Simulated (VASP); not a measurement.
## HfPb2 under changes of volume

One of the cells (27.400 Å³/atom); the others are scaled copies at fixed shape and fractional positions:

```
Hf Pb
1.0
     5.51845    0.00000    0.00000
    -2.75922    4.77911    0.00000
     0.00000    0.00000    3.11677
Hf Pb
1 2
Direct
  0.00000 0.00000 0.00000
  0.33333 0.66667 0.50000
  0.66667 0.33333 0.50000
```

The cell was built by a generator and needn't be a form met in nature.

| Item | Value |
| --- | --- |
| Program | VASP 6.6.1 |
| Functional | PBE |
| Potentials or basis | VASP PAW PBE potentials, release 64 (Hf_pv, Pb_d) |
| Cutoff | 520 eV |
| k mesh | 6 × 6 × 9 |
| Occupations | fermi-dirac, width 0.05 eV |
| Spin | no spin polarisation |

| volume (Å³/atom) | energy over the lowest point (meV/atom) | pressure (GPa) |
| --- | --- | --- |
| 25.251 | 19.35 | 4.5 |
| 25.788 | 6.95 | 2.8 |
| 26.325 | 0.00 | 1.3 |
| 27.400 | ? | ? |
| 27.937 | 6.28 | -2.4 |
| 28.474 | 15.83 | -3.3 |

What does the run at 27.400 Å³/atom give?

Energy over the lowest point 0.16 meV/atom; pressure -1.3 GPa.

Worked out: A Birch-Murnaghan fit of order 3 (a polynomial in V^(-2/3)) to the other rows has its minimum at 26.84 Å³/atom with B0 = V·E''(V) = 65 GPa and B' = 4.8 at fixed shape and positions, which overstates the stiffness. It gives 0.17 meV/atom at 27.400 Å³/atom, against the run's 0.16, and -dE/dV = -1.3 GPa, against -1.3.

Energies are extrapolated to zero smearing.
